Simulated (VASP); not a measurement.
# Al3Si2F (Immm) in VASP: a series of runs

Runs on Al3Si2F. Level: PBE. Tasks: relaxation of cell and atoms.

Everything below comes from runs of VASP 6.6.1. Logs are shortened: lines on timing, memory, paths and dates and some standing lists are left out, and cuts for length are marked.

### 1 The crystal as given

The structure is orthorhombic, space group Immm (No. 71). Conventional cell: a = 3.568 Å, b = 4.960 Å, c = 11.332 Å, α = 90.00°, β = 90.00°, γ = 90.00°. Al (site symmetry mm2) is surrounded by 4 Si at 2.48 to 2.64 Å and 2 F at 2.62 Å. Around Al (site symmetry mmm) lie 2 F at 2.48 Å and 4 Si at 2.54 Å. Si (site symmetry mm2) is surrounded by 6 Al at 2.48 to 2.64 Å. Around F (site symmetry mmm) lie 6 Al at 2.48 to 2.62 Å.

The cell was built by a generator and needn't be a form met in nature.

### 2 Relaxation of cell and atoms, PBE

INCAR

```
SYSTEM = Al3Si2F
  ALGO = Normal
  EDIFF = 1E-6
  EDIFFG = -0.01
  ENCUT = 520
  GGA = PE
  IBRION = 2
  ISIF = 3
  ISMEAR = 0
  KPAR = 8
  LASPH = .True.
  LCHARG = .False.
  LREAL = .False.
  LWAVE = .False.
  NELM = 120
  NSW = 90
  PREC = Accurate
  SIGMA = 0.1
```

KPOINTS

```
k-points
0
Gamma
  10 10 10
  0 0 0
```

POSCAR

```
Al3Si2F
1.0
   -1.7840000000      2.4800000000      5.6660000000
    1.7840000000     -2.4800000000      5.6660000000
    1.7840000000      2.4800000000     -5.6660000000
Al Si F
3 2 1
Direct
    0.8310095300      0.3310095300      0.5000000000
    0.1689904700      0.6689904700      0.5000000000
    0.5000000000      0.0000000000      0.5000000000
    0.6593716900      0.6593716900      0.0000000000
    0.3406283100      0.3406283100      0.0000000000
    0.0000000000      0.0000000000      0.0000000000
```

Potentials or basis: VASP PAW PBE potentials, release 64 (Al, Si, F).

The run is started by

```console
cat potpaw_PBE.64/Al/POTCAR potpaw_PBE.64/Si/POTCAR potpaw_PBE.64/F/POTCAR > POTCAR
mpirun -np 8 vasp_std > vasp.out
```

OUTCAR:

```text
SYSTEM = Al3Si2F
   EDIFF = 1E-6
   EDIFFG = -0.01
   ENCUT = 520
   GGA = PE
   IBRION = 2
   ISIF = 3
   ISMEAR = 0
   LASPH = .True.
   LREAL = .False.
   NELM = 120
   NSW = 90
   PREC = Accurate

 ion  position               nearest neighbor table
   1  0.831  0.331  0.500-   5 2.48   5 2.48   6 2.62   6 2.62   4 2.64   4 2.64
   2  0.169  0.669  0.500-   4 2.48   4 2.48   6 2.62   6 2.62   5 2.64   5 2.64
   3  0.500  0.000  0.500-   6 2.48   6 2.48   5 2.54   4 2.54   5 2.54   4 2.54
   4  0.659  0.659  0.000-   2 2.48   2 2.48   3 2.54   3 2.54   1 2.64   1 2.64
   5  0.341  0.341  0.000-   1 2.48   1 2.48   3 2.54   3 2.54   2 2.64   2 2.64
   6  0.000  0.000  0.000-   3 2.48   3 2.48   2 2.62   2 2.62   1 2.62   1 2.62

  LATTYP: Found a body centered orthorhombic cell.
 ALAT       =     3.5680000000
 B/A-ratio  =     1.3901345291
 C/A-ratio  =     3.1760089686

  Lattice vectors:

 A1 = (  -1.7840000000,   2.4800000000,   5.6660000000)
 A2 = (   1.7840000000,  -2.4800000000,   5.6660000000)
 A3 = (   1.7840000000,   2.4800000000,  -5.6660000000)

Analysis of symmetry for initial positions (statically):
=====================================================================
 Subroutine PRICEL returns:
 Original cell was already a primitive cell.

 Routine SETGRP: Setting up the symmetry group for a
 body centered orthorhombic supercell.

 Subroutine GETGRP returns: Found  8 space group operations
 (whereof  8 operations were pure point group operations)
 out of a pool of  8 trial point group operations.

The static configuration has the point symmetry D_2h.

Analysis of symmetry for dynamics (positions and initial velocities):
=====================================================================
 Subroutine PRICEL returns:
 Original cell was already a primitive cell.

 Routine SETGRP: Setting up the symmetry group for a
 body centered orthorhombic supercell.

 Subroutine GETGRP returns: Found  8 space group operations
 (whereof  8 operations were pure point group operations)
 out of a pool of  8 trial point group operations.

The dynamic configuration has the point symmetry D_2h.

 Subroutine INISYM returns: Found  8 space group operations
 (whereof  8 operations are pure point group operations),
 and found     1 'primitive' translations

----------------------------------------------------------------------------------------

                                     Primitive cell
[... 124 lines left out ...]
   GGA     = PE    functional components
   LHFCALC =     F    Hartree Fock is set to
   AEXX    =    0.0000 exact exchange contribution
   IVDW    =     0    specifies the selected vdW correction
   LEPSILON=     F    determine dielectric tensor
   LRPA    =     F    only Hartree local field effects (RPA)
 conjugate gradient relaxation of ions
 non-spin polarized calculation
 Gauss-broadening in eV      SIGMA  =   0.10
  energy-cutoff  :      520.00
  volume of cell :      100.27
 maximum number of plane-waves:      2731
   NGX = 23   NGY = 23   NGZ = 23

--------------------------------------- Ionic step        1  -------------------------------------------

 number of electron      24.0000005 magnetization

 Free energy of the ion-electron system (eV)
  ---------------------------------------------------
  ext. energy  EPLUGINS =         0.00000000
  ---------------------------------------------------
  free energy    TOTEN  =       -25.79676462 eV

  energy without entropy =      -25.78722459  energy(sigma->0) =      -25.79199460

------------------------ aborting loop because EDIFF is reached ----------------------------------------

  FORCE on cell =-STRESS in cart. coord.  units (eV):
  Direction    XX          YY          ZZ          XY          YZ          ZX
  --------------------------------------------------------------------------------------
  -------------------------------------------------------------------------------------
  Total        0.2923907      0.1282315     -0.3896622     -0.0000000      0.0000000      0.0000000
  in kB        4.6718725      2.0489065     -6.2260960     -0.0000000      0.0000000      0.0000000
  external PRESSURE =       0.1648943 kB  Pullay stress =       0.0000000 kB
[... 101 lines left out ...]
  FREE ENERGIE OF THE ION-ELECTRON SYSTEM (eV)
  ---------------------------------------------------
  free  energy   TOTEN  =       -25.8044566844 eV

  energy  without entropy=      -25.7960336464  energy(sigma->0) =      -25.80024517

[... ionic steps 4 to 66 ...]

--------------------------------------- Ionic step       67  -------------------------------------------

 number of electron      24.0000002 magnetization

------------------------ aborting loop because EDIFF is reached ----------------------------------------
[... 75 lines left out ...]
--------------------------------------- Ionic step       69  -------------------------------------------

 number of electron      24.0000002 magnetization

 Free energy of the ion-electron system (eV)
  ---------------------------------------------------
  ext. energy  EPLUGINS =         0.00000000
  ---------------------------------------------------
  free energy    TOTEN  =       -26.82709485 eV

  energy without entropy =      -26.81873516  energy(sigma->0) =      -26.82291500

 E-fermi :   6.0394     XC(G=0):  -9.5763

 val. band max:        6.0388217870   @ k =  -0.3000   0.5000   0.3000
 cond. band min:       6.0491051282   @ k =  -0.4000   0.4000   0.1000
 fundamental gap:      0.0102833412
 Fermi energy:         6.0394383311

 k-point     1 :       0.0000    0.0000    0.0000
  band No.  band energies     occupation
      1     -18.7552      2.00000
      2      -5.0452      2.00000
      3      -2.4089      2.00000
      4      -1.8584      2.00000
      5      -0.1843      2.00000
      6       0.0990      2.00000
[... 433 lines left out ...]
      3      -2.4275      2.00000
      4      -1.8906      2.00000
      5      -0.0224      2.00000
      6      -0.0113      2.00000
[... 8 lines left out ...]
     15       8.7209      0.00000
     16       9.3055      0.00000

 [... further k-points ...]

------------------------ aborting loop because EDIFF is reached ----------------------------------------

  FORCE on cell =-STRESS in cart. coord.  units (eV):
  Direction    XX          YY          ZZ          XY          YZ          ZX
  --------------------------------------------------------------------------------------
  -------------------------------------------------------------------------------------
  Total        0.0405425      0.0223838      0.0238844      0.0000000      0.0000000      0.0000000
  in kB        0.6247579      0.3449329      0.3680569      0.0000000      0.0000000      0.0000000
  external PRESSURE =       0.4459159 kB  Pullay stress =       0.0000000 kB
[... 21 lines left out ...]
  FREE ENERGIE OF THE ION-ELECTRON SYSTEM (eV)
  ---------------------------------------------------
  free  energy   TOTEN  =       -26.8270948509 eV

  energy  without entropy=      -26.8187351563  energy(sigma->0) =      -26.82291500

 reached required accuracy - stopping structural energy minimisation
```

OSZICAR:

```text
N       E                     dE             d eps       ncg     rms          rms(c)
DAV:   1     0.671800295566E+02    0.67180E+02   -0.95657E+03  5472   0.125E+03
DAV:   2    -0.221635042041E+02   -0.89344E+02   -0.88109E+02  7472   0.180E+02
[... 544 lines left out ...]
  68 F= -.26827090E+02 E0= -.26822901E+02  d E =-.247429E-04
       N       E                     dE             d eps       ncg     rms          rms(c)
DAV:   1    -0.268271426261E+02   -0.52279E-04   -0.14966E-03  6088   0.332E-01    0.540E-02
DAV:   2    -0.268270950732E+02    0.47553E-04   -0.21525E-04  6728   0.151E-01    0.102E-02
DAV:   3    -0.268270951931E+02   -0.11990E-06   -0.23479E-05  5904   0.357E-02    0.543E-03
DAV:   4    -0.268270948509E+02    0.34218E-06   -0.49189E-06  5296   0.218E-02
  69 F= -.26827095E+02 E0= -.26822915E+02  d E =-.293724E-04
```

It took 62 min on 8 MPI ranks of Intel Xeon Platinum 8259CL at 2.50GHz (Skylake/Cascade Lake), shared host; peak memory 0.55 GiB.

What came out:

```yaml
Free_energy: -26.8271 eV
Relaxed_volume: 17.33 Å³/atom
Relaxed_cell: a = 7.152 Å, b = 7.152 Å, c = 7.152 Å, α = 147.19°, β = 148.24°, γ = 46.31°
Space_group_after_relaxing_to_0.05_Å: Immm (No. 71)
Energy_gained_by_relaxing: 171.7 meV/atom
Ionic_steps: 69
Pressure_after_relaxing: 0.0 GPa
Largest_force_after_relaxing: 0.008 eV/Å
Band_gap_on_the_k_mesh: none (metal or under the smearing width)
```

Forces on the atoms (eV/Å):
```
Al   0.000  0.000  0.008
Al   0.000  0.000 -0.008
Al   0.000  0.000  0.000
Si   0.000  0.000  0.001
Si   0.000  0.000 -0.001
F    0.000  0.000  0.000
```

The path:
```tsv
step	energy change (eV)	largest force (eV/Å)	pressure (GPa)	volume (Å³)
1	0.0000	0.0778	0.02	100.27
3	-0.0077	0.0513	-0.04	100.36
5	-0.0098	0.1098	-0.01	100.38
7	-0.0116	0.1408	0.06	100.35
9	-0.0146	0.0310	-0.10	100.55
11	-0.0149	0.0267	0.10	100.35
13	-0.0151	0.0234	-0.03	100.56
15	-0.0156	0.0235	-0.04	100.67
17	-0.0166	0.0284	-0.07	101.17
19	-0.0171	0.0207	-0.01	101.25
21	-0.0179	0.0312	0.21	101.61
23	-0.0184	0.0329	0.20	101.80
25	-0.0235	0.0287	0.11	102.68
27	-0.1139	0.3397	-0.98	106.11
29	-0.1376	0.5814	-1.57	107.26
31	-0.1470	0.7306	-1.99	107.97
33	-0.1478	0.7697	-2.09	108.13
35	-0.1479	0.7777	-2.13	108.17
37	-0.1480	0.7936	-2.17	108.24
39	-0.1482	0.7938	-2.16	108.24
41	-0.1495	0.7940	-2.17	108.24
43	-0.1543	0.7950	-2.17	108.24
45	-0.1737	0.8006	-2.20	108.24
47	-0.2498	0.8261	-2.36	108.24
49	-0.5136	0.9545	-3.01	108.00
51	-0.6701	1.1714	-3.65	107.34
53	-0.9382	0.5993	0.98	101.37
55	-0.9452	0.4544	2.00	100.35
57	-0.9919	0.2036	-0.13	103.50
59	-1.0209	0.0209	-0.57	104.55
61	-1.0266	0.0862	0.13	103.83
63	-1.0299	0.0504	0.16	103.86
65	-1.0302	0.0240	0.04	104.02
67	-1.0303	0.0131	-0.03	104.09
69	-1.0303	0.0082	0.04	103.97
```

Final structure:
```
Al Si F
1.0
    -2.02002    1.95688    6.57550
     2.02002   -1.95688    6.57550
     2.02002    1.95688   -6.57550
Al Si F
3 2 1
Direct
  0.75005 0.25005 0.50000
  0.24995 0.74995 0.50000
  0.50000 0.00000 0.50000
  0.63110 0.63110 0.00000
  0.36890 0.36890 0.00000
  0.00000 0.00000 0.00000
```

Levels at points of the mesh, in eV from the Fermi level:
| k point | band 10 | band 11 | band 12 | band 13 | band 14 | band 15 |
| --- | --- | --- | --- | --- | --- | --- |
| (0.00, 0.00, 0.00) | -0.87 | -0.77 | 0.35 | 0.44 | 0.86 | 1.79 |
| (0.50, 0.00, 0.00) | -1.62 | -1.36 | -1.09 | 1.33 | 1.41 | 1.75 |
| (0.00, 0.50, 0.00) | -2.62 | -0.68 | -0.52 | 0.83 | 2.01 | 2.50 |
| (0.50, 0.50, 0.00) | -3.07 | -3.05 | -1.97 | 0.33 | 0.79 | 1.84 |
| (0.50, 0.50, 0.50) | -2.17 | -0.48 | -0.21 | 0.59 | 0.64 | 1.78 |

[end of part 1 of 2]
